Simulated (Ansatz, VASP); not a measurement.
**Cross-check of KSnTeCl between VASP and Ansatz**

Aim: how closely do two programs agree when they are given the same cell, functional and k mesh? The cell is generated by rule, not measured, and may not be a known phase. The cell is taken from a series of runs on this material, whose earlier steps may have relaxed, scaled, displaced or heated it; both programs get it as it stands.

Main program and level: Ansatz 0.2.0; plane waves, with VASP 6.6.1 beside it; relaxation of cell and atoms at PBEsol.

## (1) Starting point

It takes space group P4/nmm (No. 129, tetragonal). Conventional cell: a = 4.449 Å, b = 4.449 Å, c = 12.903 Å, α = 90.00°, β = 90.00°, γ = 90.00°. Nearest to Cl lie 5 K at 3.11 to 3.15 Å. Nearest to K lie 5 Cl at 3.11 to 3.15 Å and 1 Te at 3.46 Å. Sn has 5 Te at 2.94 to 3.15 Å nearest. Te has 5 Sn at 2.94 to 3.15 Å and 1 K at 3.46 Å nearest. Farther neighbours and most contacts between anions are not listed.

## (2) Ansatz: relaxation of cell and atoms, PBEsol, pair 1

Ansatz runs on its default PAW (the set named soft_2) files.

The relaxed volume is the usual yardstick between codes: in a stiff, nearly cubic crystal its relative difference is about their pressure difference at one cell divided by the bulk modulus.

File input.yaml:

```yaml
crystal:
  lattice:
    - [3.1457697611, 3.1457697611, 0.0]
    - [-3.1457697611, 3.1457697611, 0.0]
    - [0.0, 0.0, 12.902590551]
  atoms:
    - { symbol: Cl, position: [0.5, 0.5, -0.0002314491] }
    - { symbol: Cl, position: [1.0, 0.0, 0.2502314491] }
    - { symbol: K, position: [0.0, 0.0, 0.0094495628] }
    - { symbol: K, position: [0.5, 0.5, 0.2405504372] }
    - { symbol: Sn, position: [0.0, 0.0, 0.5136199373] }
    - { symbol: Sn, position: [0.5, 0.5, 0.7363800627] }
    - { symbol: Te, position: [0.5, 0.5, 0.5086882281] }
    - { symbol: Te, position: [1.0, 0.0, 0.7413117719] }
kpoints:
  mp_grid: { grid: [6, 6, 2] }
hamiltonian:
  xc: pbesol
scf:
  occupations: { method: gaussian, width: 0.02 }
output:
  forces: true
  stress: true
  eigenvalues: true
relax:
  adjacent_minimum: "off"
  f_tol: 0.005
  max_steps: 80
  cell: { stress_tol: 0.05 }
```

Command:

```bash
$ ansatz run input.yaml --threads 8 --pin off --max-ram 14336MiB --backend cpu --events-out ev --progress --plain --runs-dir out
```

Numbers of over 12 decimals in the logs are rounded to 6 here.

The log of the run:

```text
Engine: ansatz 0.2.0, aarch64-unknown-linux-gnu
Pseudopotentials: kind: paw
Pseudopotential: Cl, paw, valence charge 7, recommended cutoff 420 eV (normal), Cl.paw.azcp
Pseudopotential: K, paw, valence charge 9, recommended cutoff 420 eV (normal), K.paw.azcp
Pseudopotential: Sn, paw, valence charge 14, recommended cutoff 420 eV (normal), Sn.paw.azcp
Pseudopotential: Te, paw, valence charge 16, recommended cutoff 420 eV (normal), Te.paw.azcp
Functional definition: PBEsol
  exchange = pbesol_x
  correlation = pbesol_c
Crystal: 8 atoms, lattice volume = 255.365 Å³
Basis set: ecut = 420 eV, 5003 PW (Γ), exchange–correlation on 60×60×180 points (8 copies of the dense FFT grid, shifted against one another)
Bands: 56, of which v1, the nominal top of the filled ones, is band 46 counted from 1 (45 counted from 0)
Symmetry: 16 space group operations
Space group: P4/nmm (ITA 129), of the structure as read, at distance tolerance 6.3e-5 Å
k-points: 20 of 72
Non-local potential: Cl, projectors of the file, l = 0: 2, l = 1: 2, l = 2: 2
Non-local potential: K, projectors of the file, l = 0: 3, l = 1: 2, l = 2: 2
Non-local potential: Sn, projectors of the file, l = 0: 2, l = 1: 2, l = 2: 2, l = 3: 2
Non-local potential: Te, projectors of the file, l = 0: 2, l = 1: 2, l = 2: 2, l = 3: 2
PAW form: soft (Blöchl's): semilocal exchange-correlation on the pseudo side does not see the compensation charge
PAW frozen core: Cl, regenerated for the run's functional, and the local potential with it (the file was generated under x = pbe(κ = 0.804, μ = 0.219515), c = pbe(β = 0.066725))
PAW frozen core: K, regenerated for the run's functional, and the local potential with it (the file was generated under x = pbe(κ = 0.804, μ = 0.219515), c = pbe(β = 0.066725))
PAW frozen core: Sn, regenerated for the run's functional, and the local potential with it (the file was generated under x = pbe(κ = 0.804, μ = 0.219515), c = pbe(β = 0.066725))
PAW frozen core: Te, regenerated for the run's functional, and the local potential with it (the file was generated under x = pbe(κ = 0.804, μ = 0.219515), c = pbe(β = 0.066725))
PAW one-centre angular grid: Cl, 110 points (default); XC on 64 Gauss nodes
PAW one-centre angular grid: K, 110 points (default); XC on 64 Gauss nodes
PAW one-centre angular grid: Sn, 590 points (default); XC on 64 Gauss nodes
PAW one-centre angular grid: Te, 590 points (default); XC on 64 Gauss nodes
Initial density: superposition of atomic densities (neutral atoms: chi_scale 0, normalization atom), corrected by the library's trained network
Initial wavefunctions: pseudopotential atomic-orbital guess
Functional: x = pbesol(κ = 0.804, μ = 0.123457), c = pbesol(β = 0.046)
SCF iter   1: F=—  HF=-30864.733340 eV  |F-HF|=—  |Δ(HF+E_count)|=         —  Δρ=3.48e-3  dr2=9.18e-2  ethr=1.77e-3  ⟨swp⟩=8.1  Hψ=5207  notcnv=0  defer=1
preconditioner: auto → Resta (q_TF=auto, 2.301 Å⁻¹)  ε∞=3.2  [insulator: Δε(μ)=1.143 eV  Ē_g=10.929 eV  σ=0.020 eV  W_gap=1.00  n_scr=56 (ndim 8)  ℏωp=16.1 eV  f_vac=0.089  D(μ)=0.00/eV (n_scr^D=0)  ε∞_Penn≈3.2]
SCF iter   2: F=—  HF=-30864.708543 eV  |F-HF|=—  |Δ(HF+E_count)|=   2.48e-2  Δρ=1.30e-3  dr2=1.10e-2  ethr=9.98e-5  ⟨swp⟩=3.2  Hψ=1752  notcnv=0  defer=65
SCF iter   3: F=—  HF=-30864.705182 eV  |F-HF|=—  |Δ(HF+E_count)|=   3.36e-3  Δρ=4.38e-4  dr2=1.25e-3  ethr=1.20e-5  ⟨swp⟩=3.4  Hψ=2027  notcnv=0  defer=65
SCF iter   4: F=—  HF=-30864.704807 eV  |F-HF|=—  |Δ(HF+E_count)|=   3.76e-4  Δρ=1.41e-4  dr2=1.14e-4  ethr=1.36e-6  ⟨swp⟩=2.2  Hψ=1369  notcnv=0  defer=65
SCF iter   5: F=—  HF=-30864.704786 eV  |F-HF|=—  |Δ(HF+E_count)|=   2.08e-5  Δρ=4.95e-5  dr2=7.49e-6  ethr=1.24e-7  ⟨swp⟩=3.0  Hψ=1869  notcnv=0  defer=65
SCF iter   6: F=—  HF=-30864.704701 eV  |F-HF|=—  |Δ(HF+E_count)|=   8.47e-5  Δρ=1.26e-5  dr2=8.50e-7  ethr=8.14e-9  ⟨swp⟩=2.1  Hψ=1425  notcnv=0  defer=65
SCF iter   7: F=-30864.704701 eV  HF=-30864.704701 eV  |F-HF|=2.47e-8  |Δ(HF+E_count)|=   3.54e-7  Δρ=3.98e-6  dr2=5.48e-8  ethr=1.09e-10  ⟨swp⟩=13.3  Hψ=5974  notcnv=0
SCF 1 converged in 7 iterations: F = -30864.704701 eV  dr2 = 5.48e-8
  greatest PAW one-centre occupation: 0.998 electrons in one spin orbital (limit 2), on the Te atom at site 7 (counted from 0), in its partial waves of l = 2
relax step   1: F+E_penalty+E_count = -30864.70470144 eV  Δ(F+E_penalty+E_count) = +0.000e0 eV  max|allowed force component| = 9.049e-2 eV/Å  Δτ_max = 0.0000 Å  P = +0.171 GPa  Ω = 255.365 Å³  (7 SCF iters, dr2 threshold 1.00e-7 eV, accepted)
[...]
relax step   2: F+E_penalty+E_count = -30864.70584493 eV  Δ(F+E_penalty+E_count) = -1.143e-3 eV  max|allowed force component| = 6.769e-2 eV/Å  Δτ_max = 0.0178 Å  P = -0.128 GPa  Ω = 256.563 Å³  energy of the carried Pulay correction = -1.131e-4 eV  (5 SCF iters, dr2 threshold 5.12e-7 eV, accepted)
[...]
relax step   3: F+E_penalty+E_count = -30864.70719915 eV  Δ(F+E_penalty+E_count) = -1.354e-3 eV  max|allowed force component| = 2.575e-3 eV/Å  Δτ_max = 0.0093 Å  P = -0.007 GPa  Ω = 256.050 Å³  energy of the carried Pulay correction = -6.470e-5 eV  (4 SCF iters, dr2 threshold 2.86e-7 eV, accepted)
[...]
relax step   4: F+E_penalty+E_count = -30864.70727065 eV  Δ(F+E_penalty+E_count) = -7.149e-5 eV  max|allowed force component| = 2.600e-3 eV/Å  Δτ_max = 0.0000 Å  P = -0.007 GPa  Ω = 256.050 Å³  stress off target by 1.01e-2 GPa  SCF on the basis re-selected at this cell (its energy is not comparable with the rows above)  (5 SCF iters)
basis re-selected at this cell: Δ(F+E_penalty+E_count) = -7.149e-5 eV, ΔP = -0.000 GPa vs the last step (what re-selecting the basis moved, of the pressure what is left beyond the Pulay correction that the steps carried, after the strain that the cell walked since its last selection, with what the two solves' SCF thresholds leave and, on support functions, any second-order correction that the steps lacked; it is no m [...]
SCF converged after 5 iterations
Free energy (F): -30864.707271 eV
Harris-Foulkes:  -30864.707271 eV  (|F-HF|=1.78e-9)
Internal energy: -30864.707271 eV  (E = F + TS)
E sigma→0 (E₀):  -30864.707271 eV
Fermi energy:    6.551487 eV
--- Per-component energies (eV) ---
  E_band       = -1075.465519
  E_kinetic    = 1563.753248
  E_local      = -8867.923486  (includes V_loc(G=0)·N_el)
  E_nonlocal   = -592.703811
  E_hartree    = 4654.394671
  E_xc         = -1486.716568
  E_vxc        = -974.810035  (∫ρ·V_xc dr)
  E_paw        = -20100.240418  (= ΣΔE_a)
  E_vpaw       = -1512.570170  (= ΣTr[D̂ρ^β])
  E_aug_tail   = -0.000175  (compensation charges beyond the density's cutoff)
  E_ewald      = -6036.962677
  E_core_change = 1.691944  (= ΣΔE_core)
  E_smearing   = -0.000000  (= −TS)
  E_closure    = 0.000000  (closes the sum)
  Σ components = -30864.707271   (vs F -30864.707271, Δ=0.00e0)
--- Forces (eV/Å), atoms counted from 1 ---
  atom   1  Cl    -0.00000000     0.00000000    -0.00260014
  atom   2  Cl    -0.00000000     0.00000000     0.00260014
  atom   3  K      0.00000000     0.00000000    -0.00251741
  atom   4  K      0.00000000    -0.00000000     0.00251741
  atom   5  Sn     0.00000000     0.00000000     0.00220848
  atom   6  Sn     0.00000000     0.00000000    -0.00220848
  atom   7  Te     0.00000000     0.00000000     0.00241762
  atom   8  Te     0.00000000     0.00000000    -0.00241762
  max |Σ_I F_I| component: 6.26e-27 eV/Å
--- Stress (GPa, compression-positive) ---
       -0.005616      -0.000000       0.000000
       -0.000000      -0.005616       0.000000
        0.000000       0.000000      -0.010086
  P = ⅓ Tr σ = -0.0071 GPa (-0.071 kbar)
--- Band table (eV; the first three rows and the last of 20) ---
  k-point 0: bands = [... 42 lower, 3.3853, 4.1169, 4.1169, 5.0929, 7.7790, 8.8915, 9.0058, 10.0150, ... 6 higher]
  k-point 1: bands = [... 42 lower, 3.7221, 4.1099, 4.1099, 5.0497, 7.4621, 8.9091, 9.6115, 9.7470, ... 6 higher]
  k-point 2: bands = [... 42 lower, 3.5349, 4.3043, 4.8569, 5.0320, 7.6617, 8.9599, 8.9702, 9.3958, ... 6 higher]
  k-point 19: bands = [... 42 lower, 2.9439, 2.9439, 4.3520, 4.3520, 8.7684, 8.7684, 9.4146, 9.4146, ... 6 higher]
--- Relaxed structure (3 steps of the walk, 3 accepted, 1 SCFs on fresh bases) ---
  F+E_penalty+E_count = -30864.70727065 eV   max|allowed force component| = 2.600e-3 eV/Å   (the final SCF, on the basis selected at the relaxed cell)
  cell:  # Å, volume = 256.0499 Å³
    - [3.146388, 3.146388, 0.0]
    - [-3.146388, 3.146388, 0.0]
    - [0.0, 0.0, 12.932130]
  atoms:
    - { symbol: Cl, position: [0.5, 0.5, -1.2091386220997842e-6] }
    - { symbol: Cl, position: [1.0, 0.0, 0.250001] }
    - { symbol: K, position: [0, 0, 0.00973633] }
    - { symbol: K, position: [0.5, 0.5, 0.240264] }
    - { symbol: Sn, position: [0, 0, 0.512643] }
    - { symbol: Sn, position: [0.5, 0.5, 0.737357] }
    - { symbol: Te, position: [0.5, 0.5, 0.508031] }
    - { symbol: Te, position: [1.0, 0.0, 0.741969] }
```

[end of part 1 of 2]

[Lines on the potential files, build, host, timing and source positions are cut from VASP's logs without a mark.]

[Logs are printed without paths, hosts, clocks, repeated set-up lines and the standing remarks that a program may print on its own settings, such as how far it seeks lower states.]

[Hosts, paths, dates, database ids (printed as entryN), source tags and the programs' standing remarks are cut or masked in the printed files.]
